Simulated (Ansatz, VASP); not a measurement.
**NaGeI3 in two plane-wave programs**

Aim: how closely do two programs agree when they are given the same cell, functional and k mesh? The cell is invented: As first built, before any earlier steps moved the atoms (in the runner's words): Na for Cs, I for Br in the CsGeBr3 structure of space group Cm. It may not be a known or stable phase. The two relaxations start from unlike cells of this crystal (the structure described is Ansatz's start), so only their ends are compared.

Method: plane waves, with VASP 6.6.1 beside it; relaxation of cell and atoms at LDA, in Ansatz 0.2.0.

## 1. Starting point

The structure is monoclinic, space group Cm (No. 8). The conventional cell has a = 7.900 Å, b = 7.956 Å, c = 5.547 Å, α = 90.00°, β = 92.56°, γ = 90.00°. Nearest to Na lie 10 I at 3.86 to 4.03 Å. Nearest to Ge lie 6 I at 2.49 to 3.12 Å. Nearest to I lie 2 Ge at 2.49 to 3.09 Å and 4 Na at 3.87 to 4.03 Å. Nearest to I lie 2 Ge at 2.49 to 3.12 Å and 3 Na at 3.86 to 3.91 Å. It derives from CsGeBr3. As first built, before any earlier steps moved the atoms (in the runner's words): Na for Cs, I for Br in the CsGeBr3 structure of space group Cm. Farther neighbours and most contacts between anions are not listed.

## 2. Ansatz: relaxation of cell and atoms, LDA

Ansatz runs on its default PAW (the set named soft_2) files.

The relaxed volume is the usual yardstick between codes: in a stiff, nearly cubic crystal its relative difference is about their pressure difference at one cell divided by the bulk modulus.

input.yaml

```yaml
crystal:
  lattice:
    - [3.9497556073, -3.9777584501, 0.0]
    - [3.9497556073, 3.9777584501, 0.0]
    - [-0.2477278843, 0.0, 5.5414620986]
  atoms:
    - { symbol: Na, position: [0.898983, 0.898983, 0.593461] }
    - { symbol: Ge, position: [0.369082, 0.369082, 0.129674] }
    - { symbol: I, position: [0.408793, 0.408793, 0.578355] }
    - { symbol: I, position: [0.384334, 0.924608, 0.102805] }
    - { symbol: I, position: [0.924608, 0.384334, 0.102805] }
kpoints:
  mp_grid: { grid: [4, 4, 4] }
scf:
  occupations: { method: gaussian, width: 0.03 }
hamiltonian:
  xc: lda
output:
  forces: true
  stress: true
relax:
  f_tol: 0.02
  max_steps: 60
  cell: {}
```

Started as:

```console
> ansatz run input.yaml --threads 2 --pin off --max-ram 4096MiB --backend cpu --events-out ev --progress --plain --runs-dir out
```

Numbers of over 12 decimals in the logs are rounded to 6 here.

Log:

```text
Engine: ansatz 0.2.0, aarch64-unknown-linux-gnu
Pseudopotentials: kind: paw
Pseudopotential: Na, paw, valence charge 9, recommended cutoff 420 eV (normal), Na.paw.azcp
Pseudopotential: Ge, paw, valence charge 14, recommended cutoff 420 eV (normal), Ge.paw.azcp
Pseudopotential: I, paw, valence charge 17, recommended cutoff 420 eV (normal), I.paw.azcp
Functional definition: SPW92
  exchange = slater_x
  correlation = pw_c
Crystal: 5 atoms, lattice volume = 174.126 Å³
Basis set: ecut = 420 eV, 3403 PW (Γ)
Bands: 45, of which v1, the nominal top of the filled ones, is band 37 counted from 1 (36 counted from 0)
Symmetry: 2 space group operations
Space group: Cm (ITA 8), of the structure as read, at distance tolerance 5.6e-5 Å
k-points: 24 of 64 (time reversal used)
Non-local potential: Na, projectors of the file, l = 0: 3, l = 1: 2, l = 2: 1
Non-local potential: Ge, projectors of the file, l = 0: 2, l = 1: 2, l = 2: 3, l = 3: 1
Non-local potential: I, projectors of the file, l = 0: 2, l = 1: 2, l = 2: 2, l = 3: 2
PAW form: soft (Blöchl's): semilocal exchange-correlation on the pseudo side does not see the compensation charge
PAW frozen core: Na, regenerated for the run's functional, and the local potential with it (the file was generated under x = pbe(κ = 0.804, μ = 0.219515), c = pbe(β = 0.066725))
PAW frozen core: Ge, regenerated for the run's functional, and the local potential with it (the file was generated under x = pbe(κ = 0.804, μ = 0.219515), c = pbe(β = 0.066725))
PAW frozen core: I, regenerated for the run's functional, and the local potential with it (the file was generated under x = pbe(κ = 0.804, μ = 0.219515), c = pbe(β = 0.066725))
PAW one-centre angular grid: Na, 110 points (default); XC on 64 Gauss nodes
PAW one-centre angular grid: Ge, 590 points (default); XC on 64 Gauss nodes
PAW one-centre angular grid: I, 590 points (default); XC on 64 Gauss nodes
Initial density: superposition of atomic densities (neutral atoms: chi_scale 0, normalization atom), corrected by the library's trained network
Initial wavefunctions: pseudopotential atomic-orbital guess
Functional: x = slater, c = lda
SCF iter   1: F=—  HF=-27751.800381 eV  |F-HF|=—  |Δ(HF+E_count)|=         —  Δρ=4.88e-3  dr2=1.54e-2  ethr=1.77e-3  ⟨swp⟩=8.5  Hψ=5112  notcnv=0  defer=8
preconditioner: auto → Resta (q_TF=auto, 2.366 Å⁻¹)  ε∞=3.1  [insulator: Δε(μ)=0.442 eV  Ē_g=9.855 eV  σ=0.030 eV  W_gap=1.00  n_scr=32 (ndim 8)  ℏωp=14.3 eV  f_vac=0.190  D(μ)=0.00/eV (n_scr^D=0)  ε∞_Penn≈3.1]
SCF iter   2: F=—  HF=-27751.794823 eV  |F-HF|=—  |Δ(HF+E_count)|=   5.56e-3  Δρ=2.14e-3  dr2=3.38e-3  ethr=2.08e-5  ⟨swp⟩=2.1  Hψ=2295  notcnv=0  defer=52
SCF iter   3: F=—  HF=-27751.794404 eV  |F-HF|=—  |Δ(HF+E_count)|=   4.19e-4  Δρ=6.08e-4  dr2=3.59e-4  ethr=4.57e-6  ⟨swp⟩=2.2  Hψ=1606  notcnv=0  defer=52
SCF iter   4: F=—  HF=-27751.794387 eV  |F-HF|=—  |Δ(HF+E_count)|=   1.73e-5  Δρ=1.39e-4  dr2=3.95e-5  ethr=4.85e-7  ⟨swp⟩=2.0  Hψ=1385  notcnv=0  defer=52
SCF iter   5: F=—  HF=-27751.794392 eV  |F-HF|=—  |Δ(HF+E_count)|=   5.07e-6  Δρ=4.28e-5  dr2=6.49e-6  ethr=5.33e-8  ⟨swp⟩=2.0  Hψ=1457  notcnv=0  defer=52
SCF iter   6: F=—  HF=-27751.794392 eV  |F-HF|=—  |Δ(HF+E_count)|=   1.48e-7  Δρ=1.37e-5  dr2=5.75e-7  ethr=8.77e-9  ⟨swp⟩=2.0  Hψ=1460  notcnv=0  defer=52
SCF iter   7: F=-27751.794392 eV  HF=-27751.794392 eV  |F-HF|=5.52e-9  |Δ(HF+E_count)|=   9.75e-9  Δρ=4.19e-6  dr2=5.27e-8  ethr=1.35e-10  ⟨swp⟩=5.0  Hψ=3626  notcnv=0
SCF 1 converged in 7 iterations: F = -27751.794392 eV  dr2 = 5.27e-8
  greatest PAW one-centre occupation: 1.000 electrons in one spin orbital (limit 2), on the I atom at site 2 (counted from 0), in its partial waves of l = 2
relax step   1: F+E_penalty+E_count = -27751.79439187 eV  Δ(F+E_penalty+E_count) = +0.000e0 eV  max|allowed force component| = 1.847e0 eV/Å  Δτ_max = 0.0000 Å  P = +4.658 GPa  Ω = 174.126 Å³  (7 SCF iters, dr2 threshold 1.00e-7 eV, accepted)
[...]
relax step  16: F+E_penalty+E_count = -27752.64660977 eV  Δ(F+E_penalty+E_count) = -6.151e-3 eV  max|allowed force component| = 6.538e-3 eV/Å  Δτ_max = 0.0000 Å  P = +0.059 GPa  Ω = 198.921 Å³  stress off target by 1.27e-1 GPa  SCF on the basis re-selected at this cell (its energy is not comparable with the rows above)  (8 SCF iters)
[...]
relax step  17: F+E_penalty+E_count = -27752.64725782 eV  Δ(F+E_penalty+E_count) = -6.481e-4 eV  max|allowed force component| = 3.206e-3 eV/Å  Δτ_max = 0.0333 Å  P = +0.021 GPa  Ω = 199.617 Å³  energy of the carried Pulay correction = -9.632e-5 eV  (7 SCF iters, dr2 threshold 4.06e-8 eV, accepted)
[...]
relax step  18: F+E_penalty+E_count = -27752.64745127 eV  Δ(F+E_penalty+E_count) = -1.934e-4 eV  max|allowed force component| = 4.860e-3 eV/Å  Δτ_max = 0.0341 Å  P = -0.004 GPa  Ω = 200.239 Å³  energy of the carried Pulay correction = -1.830e-4 eV  (7 SCF iters, dr2 threshold 9.78e-9 eV, accepted)
[...]
relax step  19: F+E_penalty+E_count = -27752.64761342 eV  Δ(F+E_penalty+E_count) = -1.621e-4 eV  max|allowed force component| = 4.863e-3 eV/Å  Δτ_max = 0.0000 Å  P = -0.005 GPa  Ω = 200.239 Å³  stress off target by 1.48e-2 GPa  SCF on the basis re-selected at this cell (its energy is not comparable with the rows above)  (6 SCF iters)
basis re-selected at this cell: Δ(F+E_penalty+E_count) = -1.621e-4 eV, ΔP = -0.001 GPa vs the last step (what re-selecting the basis moved, of the pressure what is left beyond the Pulay correction that the steps carried, after the strain that the cell walked since its last selection, with what the two solves' SCF thresholds leave and, on support functions, any second-order correction that the steps lacked; it is no m [...]
SCF converged after 6 iterations
Free energy (F): -27752.647613 eV
Harris-Foulkes:  -27752.647613 eV  (|F-HF|=1.46e-11)
Internal energy: -27752.647613 eV  (E = F + TS)
E sigma→0 (E₀):  -27752.647613 eV
Fermi energy:    4.493454 eV
--- Per-component energies (eV) ---
  E_band       = -1671.328339
  E_kinetic    = 800.862794
  E_local      = -11462.651842  (includes V_loc(G=0)·N_el)
  E_nonlocal   = 275.404260
  E_hartree    = 5410.107579
  E_xc         = -495.239296
  E_vxc        = -500.491254  (∫ρ·V_xc dr)
  E_paw        = -16159.459748  (= ΣΔE_a)
  E_vpaw       = -1604.667999  (= ΣTr[D̂ρ^β])
  E_aug_tail   = 0.000435  (compensation charges beyond the density's cutoff)
  E_ewald      = -6126.064657
  E_core_change = 4.392861  (= ΣΔE_core)
  E_smearing   = -0.000000  (= −TS)
  E_closure    = -0.000000  (closes the sum)
  Σ components = -27752.647613   (vs F -27752.647613, Δ=0.00e0)
--- Forces (eV/Å), atoms counted from 1 ---
  atom   1  Na     0.00204948     0.00000000     0.00048978
  atom   2  Ge    -0.00486120     0.00000000    -0.00144760
  atom   3  I     -0.00178900     0.00000000    -0.00224074
  atom   4  I      0.00230600     0.00398299     0.00159867
  atom   5  I      0.00230600    -0.00398299     0.00159867
  max |Σ_I F_I| component: 1.13e-5 eV/Å
--- Stress (GPa, compression-positive) ---
       -0.011578       0.000000       0.008223
        0.000000      -0.009005       0.000000
        0.008223       0.000000       0.006226
  P = ⅓ Tr σ = -0.0048 GPa (-0.048 kbar)
--- Relaxed structure (17 steps of the walk, 15 accepted, 2 SCFs on fresh bases) ---
  F+E_penalty+E_count = -27752.64761342 eV   max|allowed force component| = 4.863e-3 eV/Å   (the final SCF, on the basis selected at the relaxed cell)
  cell:  # Å, volume = 200.2395 Å³
    - [4.431850, -3.936952, 0.073999]
    - [4.431850, 3.936952, 0.073999]
    - [-0.174146, -8.451423720976038e-18, 5.735278]
  atoms:
    - { symbol: Na, position: [0.762897, 0.762897, 0.598282] }
    - { symbol: Ge, position: [0.396499, 0.396499, 0.111387] }
    - { symbol: I, position: [0.424328, 0.424328, 0.599213] }
    - { symbol: I, position: [0.467500, 0.934576, 0.099109] }
    - { symbol: I, position: [0.934576, 0.467500, 0.099109] }
```

## 3. VASP: relaxation of cell and atoms, LDA

Its own start cell and the same functional (in two slightly different forms), mesh and smearing now go to VASP, with its own data sets.

Lines of VASP's logs that name or quote its potential files are left out, and so is its time.

INCAR

```
SYSTEM = NaGeI3
PREC = Accurate
ENCUT = 500
EDIFF = 1E-07
NELM = 120
ISMEAR = 0
SIGMA = 0.03
LREAL = .FALSE.
ALGO = Normal
GGA = CA
NBANDS = 27
LORBIT = 11
LWAVE = .FALSE.
LCHARG = .FALSE.
ISIF = 3
IBRION = 2
NSW = 80
EDIFFG = -0.005
LASPH = .TRUE.
GGA_COMPAT = .FALSE.
NELMIN = 4
EFERMI = MIDGAP
KPAR = 2
```

POSCAR

```
NaGeI3
1.0
    4.4030477535     -3.9459398104      0.1267228842
    4.4030477535      3.9459398104      0.1267228842
   -0.1352676316      0.0000000000      5.7311762857
Na Ge I
1 1 3
Direct
    0.7651414287      0.7651414287      0.5957935881
    0.3963300131      0.3963300131      0.0994361129
    0.4241230252      0.4241230252      0.6045127547
    0.4667338322      0.9334713168      0.1036788280
    0.9334713168      0.4667338322      0.1036788280
```

KPOINTS

```
Automatic mesh
0
Gamma
4 4 4
0 0 0
```

PAW data sets: Na_pv, Ge_d and I (LDA family, release 64).

Started as:

```console
> mpirun -np 2 vasp_std
```

Log:

```text
[banner, memory and clock lines left out]
running    2 mpi-ranks, on    1 nodes
 distrk:  each k-point on    1 cores,    2 groups
 distr:  one band on    1 cores,    1 groups

 POSCAR found type information on POSCAR NaGeI
 POSCAR found :  3 types and       5 ions
 LDA part: xc-table for (Slater(with rela. corr.)+CA(PZ))
 , standard interpolation
 POSCAR, INCAR and KPOINTS ok, starting setup
 FFT: planning ... GRIDC
 FFT: planning ... GRID_SOFT
 FFT: planning ... GRID
 WAVECAR not read
 entering main loop
       N       E                     dE             d eps       ncg     rms          rms(c)
DAV:   1     0.351041791935E+03    0.35104E+03   -0.18617E+04  1526   0.183E+03
DAV:   2     0.326236217073E+02   -0.31842E+03   -0.30905E+03  1464   0.478E+02
DAV:   3    -0.132726343151E+02   -0.45896E+02   -0.45164E+02  1540   0.142E+02
DAV:   4    -0.156061740778E+02   -0.23335E+01   -0.23289E+01  1727   0.358E+01
DAV:   5    -0.156654663383E+02   -0.59292E-01   -0.59284E-01  1797   0.561E+00    0.551E+00
DAV:   6    -0.154845923904E+02    0.18087E+00   -0.26201E-01  1667   0.330E+00    0.369E+00
DAV:   7    -0.154481638735E+02    0.36429E-01   -0.17970E-01  1610   0.200E+00    0.777E-01
DAV:   8    -0.154457801864E+02    0.23837E-02   -0.21796E-02  1625   0.980E-01    0.337E-01
DAV:   9    -0.154467153981E+02   -0.93521E-03   -0.23755E-03  1418   0.281E-01    0.109E-01
DAV:  10    -0.154470484611E+02   -0.33306E-03   -0.19830E-04  1695   0.850E-02    0.557E-02
DAV:  11    -0.154473266817E+02   -0.27822E-03   -0.20300E-04  1373   0.725E-02    0.257E-02
DAV:  12    -0.154473398132E+02   -0.13132E-04   -0.17714E-05  1768   0.204E-02    0.112E-02
DAV:  13    -0.154473430592E+02   -0.32460E-05   -0.17020E-06  1404   0.878E-03    0.347E-03
DAV:  14    -0.154473437484E+02   -0.68929E-06   -0.59484E-07  1310   0.372E-03    0.156E-03
DAV:  15    -0.154473438331E+02   -0.84642E-07   -0.87076E-08  1018   0.211E-03
   1 F= -.15447344E+02 E0= -.15447344E+02  d E =-.154473E+02
[... from here on, the cycles between the ionic steps are left out ...]
   2 F= -.15447386E+02 E0= -.15447386E+02  d E =-.425109E-04
   3 F= -.15447391E+02 E0= -.15447391E+02  d E =-.471206E-04
   4 F= -.15447396E+02 E0= -.15447396E+02  d E =-.518168E-04
   5 F= -.15447423E+02 E0= -.15447423E+02  d E =-.278484E-04
   6 F= -.15447451E+02 E0= -.15447451E+02  d E =-.552134E-04
   7 F= -.15447449E+02 E0= -.15447449E+02  d E =-.538193E-04
   8 F= -.15447460E+02 E0= -.15447460E+02  d E =-.638917E-04
   9 F= -.15447482E+02 E0= -.15447482E+02  d E =-.226383E-04
  10 F= -.15447512E+02 E0= -.15447512E+02  d E =-.526109E-04
 curvature:  -7.30 expect dE=-0.131E-03 dE for cont linesearch -0.139E-06
 trial: gam= 1.07045 g(F)=  0.663E-05 g(S)=  0.113E-04 ort = 0.745E-06 (trialstep = 0.159E+01)
 search vector abs. value=  0.529E-04
 bond charge predicted
       N       E                     dE             d eps       ncg     rms          rms(c)
DAV:   1    -0.154475025387E+02    0.96082E-05   -0.19346E-02  1400   0.658E-01    0.260E-02
DAV:   2    -0.154475341724E+02   -0.31634E-04   -0.38232E-04  1480   0.119E-01    0.115E-02
DAV:   3    -0.154475329425E+02    0.12299E-05   -0.14170E-05  1654   0.258E-02    0.602E-03
DAV:   4    -0.154475322466E+02    0.69597E-06   -0.18434E-06  1506   0.115E-02    0.205E-03
DAV:   5    -0.154475322561E+02   -0.95406E-08   -0.40361E-07  1395   0.448E-03
  11 F= -.15447532E+02 E0= -.15447532E+02  d E =-.201036E-04
 trial-energy change:   -0.000020  1 .order   -0.000020   -0.000030   -0.000010
 step:   2.3587(harm=  2.3587)  dis= 0.00136  next Energy=   -15.447534 (dE=-0.221E-04)
 reached required accuracy - stopping structural energy minimisation
```

From OUTCAR (step 3):

```text
ion  position               nearest neighbor table
   1  0.765  0.765  0.596-   3 3.00
   2  0.396  0.396  0.099-   4 2.72   5 2.72   3 2.85   3 2.91
   3  0.424  0.424  0.605-   2 2.85   2 2.91   1 3.00
   4  0.467  0.933  0.104-   2 2.72
   5  0.933  0.467  0.104-   2 2.72

  LATTYP: Found a base centered monoclinic cell.
 ALAT       =     8.8097419279
 B/A-ratio  =     0.8958128042
 C/A-ratio  =     0.6507310212
 COS(beta)  =    -0.0051750639

 Subroutine GETGRP returns: Found  2 space group operations
 (whereof  2 operations were pure point group operations)

The static configuration has the point symmetry C_1h.

 Found     24 irreducible k-points:

   k-points           NKPTS =     24   k-points in BZ     NKDIM =     24   number of bands    NBANDS=     27

   dimension x,y,z NGX =    48 NGY =   48 NGZ =   42
   dimension x,y,z NGXF=    96 NGYF=   96 NGZF=   84

   ENCUT  =  500.0 eV  36.75 Ry    6.06 a.u.  10.78 10.78 10.45*2*pi/ulx,y,z

   NELECT =      42.0000    total number of electrons

 k-points in reciprocal lattice and weights: Automatic mesh
   0.00000000  0.00000000  0.00000000       0.016
   0.25000000 -0.00000000  0.00000000       0.062
   0.50000000 -0.00000000  0.00000000       0.031
   0.25000000  0.25000000  0.00000000       0.031
   0.50000000  0.25000000 -0.00000000       0.062
  -0.25000000  0.25000000  0.00000000       0.031
   0.50000000  0.50000000  0.00000000       0.016
  -0.00000000 -0.00000000  0.25000000       0.031
   0.25000000 -0.00000000  0.25000000       0.062
[...]
-0.25000000  0.25000000  0.50000000       0.031
   0.50000000  0.50000000  0.50000000       0.016

 average (electrostatic) potential at core
       1 -46.7431       2 -78.2362       3 -94.2423       4 -94.2482       5 -94.2482

 E-fermi :   2.4261

 k-point     1 :       0.0000    0.0000    0.0000
  band No.  band energies     occupation
    ...
     17       0.1804      2.00000
     18       0.2436      2.00000
     19       0.2754      2.00000
     20       0.4114      2.00000
     21       0.7552      2.00000
     22       4.0418      0.00000
     23       5.2362      0.00000
     24       5.8945      0.00000
     25       6.3676      0.00000
     26       6.7614      0.00000
    ...

 k-point     2 :       0.2500   -0.0000    0.0000
  band No.  band energies     occupation
    ...
     17      -0.0917      2.00000
     18       0.2444      2.00000
     19       0.2962      2.00000
     20       0.3910      2.00000
     21       0.4661      2.00000
     22       4.5758      0.00000
     23       5.1502      0.00000
     24       6.1923      0.00000
     25       6.2952      0.00000
     26       6.4438      0.00000
    ...

 k-point     3 :       0.5000   -0.0000    0.0000
  band No.  band energies     occupation
    ...
     17      -0.3250      2.00000
     18       0.0931      2.00000
     19       0.3044      2.00000
     20       0.3573      2.00000
     21       0.8561      2.00000
     22       3.7557      0.00000
     23       5.4362      0.00000
     24       6.0692      0.00000
     25       6.4606      0.00000
     26       6.6351      0.00000
    ...

  Total       -0.0052058      0.0068558      0.0127987      0.0000000      0.0000000     -0.0041112
  in kB       -0.0417153      0.0549369      0.1025584      0.0000000      0.0000000     -0.0329441
  external PRESSURE =       0.0385933 kB  Pullay stress =       0.0000000 kB

  energy-cutoff  :      500.00
  volume of cell :      199.94
      direct lattice vectors                 reciprocal lattice vectors
     4.424476085 -3.938591637  0.131372041     0.112931739 -0.126948932  0.002559313
     4.424476085  3.938591637  0.131372041     0.112931739  0.126948932  0.002559313
    -0.129923090  0.000000000  5.732961167    -0.005175710  0.000000000  0.174312633

 POSITION                                       TOTAL-FORCE (eV/Angst)
 -----------------------------------------------------------------------------------
      6.68336      0.00000      3.61919        -0.003635      0.000000      0.001738
      3.49348      0.00000      0.67109         0.002663      0.000000     -0.002962
      3.67756      0.00000      3.57881         0.001208      0.000000     -0.000161
      6.18550      1.83924      0.77778        -0.000118      0.000207      0.000692
      6.18550     -1.83924      0.77778        -0.000118     -0.000207      0.000692
 -----------------------------------------------------------------------------------
    total drift:                               -0.000361     -0.000000      0.000613

  FREE ENERGIE OF THE ION-ELECTRON SYSTEM (eV)
  ---------------------------------------------------
  free  energy   TOTEN  =       -15.4475322561 eV

  energy  without entropy=      -15.4475322561  energy(sigma->0) =      -15.44753226

 reached required accuracy - stopping structural energy minimisation

 total charge
# of ion       s       p       d       tot
------------------------------------------
    1        0.035   5.963   0.000   5.999
    2        1.366   0.743  10.026  12.135
    3        1.515   2.792   0.018   4.325
    4        1.518   2.773   0.017   4.308
    5        1.518   2.773   0.017   4.308
--------------------------------------------------
tot          5.952  15.044  10.078  31.074

[... 3 further parts left out ...]
```

The gap is read on the k-mesh alone, so it is an upper bound where the band edges lie off the mesh. The run keeps the 2 symmetry operations of its start, so it cannot find a distortion of lower symmetry.

## 4. Side by side

Known differences besides the potentials themselves: the two LDA forms differ slightly; the data sets hold 74 valence electrons in Ansatz (on its default PAW (the set named soft_2) files) and 42 in VASP; the cutoff is 420 eV in Ansatz and 500 eV in VASP; VASP's log shows a relativistic correction to its local exchange, Ansatz's none; Ansatz adds a Pulay correction to the stress that steers its cell, VASP none. Total energies have different zeros and are not compared.

Compared:

```csv
quantity,Ansatz,VASP,difference
volume (Å³),200.24,199.94,+0.15 %
"edge a after relaxation, in the typed setting (Å)",5.928,5.925,+0.06 %
"edge c after relaxation, in the typed setting (Å)",5.738,5.734,+0.06 %
```

## 5. Outcome

```
difference in volume (relaxation of cell and atoms, LDA) : 0.15 %
```

**Reading.** The difference in volume is 0.15 % (relaxation of cell and atoms, LDA), within the 1.2 % picked in this series as the mark of a large difference, as far as the stopping tolerances let one tell. The data sets hold unlike numbers of valence electrons (74 in Ansatz and 42 in VASP), so part of the differences comes from the potentials. Such differences can come from data sets, numerical settings and the points named under the comparisons, not from the functional's error against experiment.

[Lines on the potential files, build, host, timing and source positions are cut from VASP's logs without a mark.]

[Logs are printed without paths, hosts, clocks, repeated set-up lines and the standing remarks that a program may print on its own settings, such as how far it seeks lower states.]

[Hosts, paths, dates, database ids (printed as entryN), source tags and the programs' standing remarks are cut or masked in the printed files.]
